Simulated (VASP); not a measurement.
Write the native input for VASP 6.6.1 that does the following.

```
Task                   : relaxation of cell and atoms
Functional             : LDA
Potentials or basis    : VASP PAW LDA potentials, release 64 (Ti_sv, Fe)
Cutoff                 : 600 eV
k mesh                 : 14 × 14 × 14
Occupations            : gaussian, width 0.1 eV
Spin                   : no spin polarisation
Dipole correction      : no
Further INCAR settings : ALGO = Normal; EDIFF = 1e-06; IBRION = 2; EDIFFG = -0.005; NSW = 70; ISIF = 3
```

The structure of TiFe lies in POSCAR:

```
TiFe
1.0
    2.9543493595      0.0000000000      0.0000000000
    0.0000000000      2.9543493595      0.0000000000
    0.0000000000      0.0000000000      2.9543493595
Ti Fe
1 1
Direct
    0.5000000000      0.5000000000      0.5000000000
    0.0000000000      0.0000000000      0.0000000000
```

The input as run:

INCAR

```
PREC = Accurate
ENCUT = 600
EDIFF = 1E-6
ISMEAR = 0
SIGMA = 0.1
LREAL = False
LASPH = True
NELM = 100
ALGO = Normal
ISIF = 3
LWAVE = False
LCHARG = False
IBRION = 2
NSW = 70
EDIFFG = -0.005
```

KPOINTS

```
Automatic mesh
0
Gamma
  14 14 14
```

Potentials or basis: VASP PAW LDA potentials, release 64 (Ti_sv, Fe).

Run with:

```console
$ cat potpaw_LDA.64/Ti_sv/POTCAR potpaw_LDA.64/Fe/POTCAR > POTCAR
$ mpirun -np 1 vasp_std > vasp.out
```

It gave:

```
Relaxed volume                         : 12.00 Å³/atom
Relaxed cell                           : a = 2.884 Å, b = 2.884 Å, c = 2.884 Å, α = 90.00°, β = 90.00°, γ = 90.00°
Space group after relaxing (to 0.05 Å) : Pm-3m (No. 221)
Energy gained by relaxing              : 41.6 meV/atom
Ionic steps                            : 7
Pressure after relaxing                : 0.0 GPa
Band gap on the k mesh                 : none (metal or under the smearing width)
```

Run time: 120 s on 1 thread of AMD EPYC 9R45 (Zen 5) (shared host), peak memory 0.15 GiB.
